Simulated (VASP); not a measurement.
An input for Ansatz (written as the equivalent of a VASP run, and not itself run):

Ansatz 0.2 input:
```yaml
crystal:
  lattice:
    - [0.0000000, 2.6750000, 2.6750000]
    - [2.6750000, 0.0000000, 2.6750000]
    - [2.6750000, 2.6750000, 0.0000000]
  atoms:
    - { symbol: K, position: [0.0000000, 0.0000000, 0.0000000] }
    - { symbol: F, position: [0.5000000, 0.5000000, 0.5000000] }
kpoints:
  mp_grid: { grid: [8, 8, 8] }
hamiltonian:
  xc: pbe
  pseudopotentials: { kind: paw }
scf:
  occupations: { method: gaussian, width: 0.05 }
  max_iter: 100
relax:
  max_steps: 60
  f_tol: 0.01
  cell: {}
output: { forces: true, stress: true, eigenvalues: true }
```

Problem. Translate this input to VASP (INCAR, KPOINTS, POSCAR, choice of POTCAR).

Solution. One answer among several that fit: 
KPOINTS:
```
Automatic
0
G
 8 8 8
```

### POSCAR
```
KF
1.0
  0.0000000000   2.6750000000   2.6750000000
  2.6750000000   0.0000000000   2.6750000000
  2.6750000000   2.6750000000   0.0000000000
K F
1 1
Cart
  0.0000000000   0.0000000000   0.0000000000
  2.6750000000   2.6750000000   2.6750000000
```

**INCAR**
```
SYSTEM = KF
PREC = Accurate; ENCUT = 530; LREAL = .FALSE.
LASPH = .TRUE.
EDIFF = 1E-6; NELM = 100; ALGO = Normal
ISMEAR = 0; SIGMA = 0.05
GGA = PE
IBRION = 2; NSW = 60; ISIF = 3
EDIFFG = -0.01
LWAVE = .FALSE.; LCHARG = .FALSE.
```

POTCAR, in this order: K_sv F (PBE.64 set). Program: vasp_std.

Limits of the translation: each code has its own PAW files, so the cut-off isn't converted (ENCUT is set for VASP's; basis.ecutwfc is left out, and Ansatz then takes the one that its files recommend); Ansatz stops its SCF on the density residual and VASP on the energy change (EDIFF).

The compound is KF in the rock salt structure. This run relaxes it. Symmetry was kept, so distortions that lower it aren't found.
